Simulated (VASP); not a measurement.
Zn (hcp): computed properties

All values below come from LDA (Ceperley-Alder, Perdew-Zunger), VASP's LDA PAW potentials (set 64) (plane waves; VASP 6.6.1).

For Zn, the space group comes out as P6_3/mmc (194) and the cell comes out as a = b = 2.6015 Å, c = 4.5790 Å, α = β = 90.00°, γ = 120.00°. The volume per atom is 13.42 Å^3/atom and the band gap (over mesh and band path) is none (metal, semimetal or under 0.01 eV). The Hill bulk modulus is 102 GPa. The Hill shear modulus is 73.6 GPa and the Poisson's ratio is 0.209. The band gap with spin-orbit coupling comes out as none (metallic) and the density comes out as 8.09 g/cm³. The optical Γ-point spectrum is 88 (×2), 178 cm⁻¹ and the C11 is 249 GPa. The C12 is 63.0 GPa, the C13 comes out as 57.7 GPa and the C33 comes out as 120 GPa. The C44 comes out as 71.6 GPa and the C66 is 92.8 GPa.

```yaml
crystal:
  lattice:
    - [1.30073, -2.25294, 0.00000]
    - [1.30073, 2.25294, 0.00000]
    - [0.00000, 0.00000, 4.57898]
  atoms:
    - { symbol: Zn, position: [0.33333, 0.66667, 0.25000] }
    - { symbol: Zn, position: [0.66667, 0.33333, 0.75000] }
```

Measured: a 2.665 Å at 293 K (computed value off by -2.4 %), c 4.946 Å at 293 K (computed value off by -7.4 %), as given by Wikipedia, Zinc (infobox). The calculation is for a static lattice, while the measured a, c hold thermal and zero-point effects, which are part of the difference. Finite-difference elastic constants of metals are sensitive to mesh and smearing; shear constants can be off by tens of GPa.

The compound is Zn in the hcp structure. It was relaxed first, which changed the volume by -12 %. Symmetry was kept, so distortions that lower it aren't found.
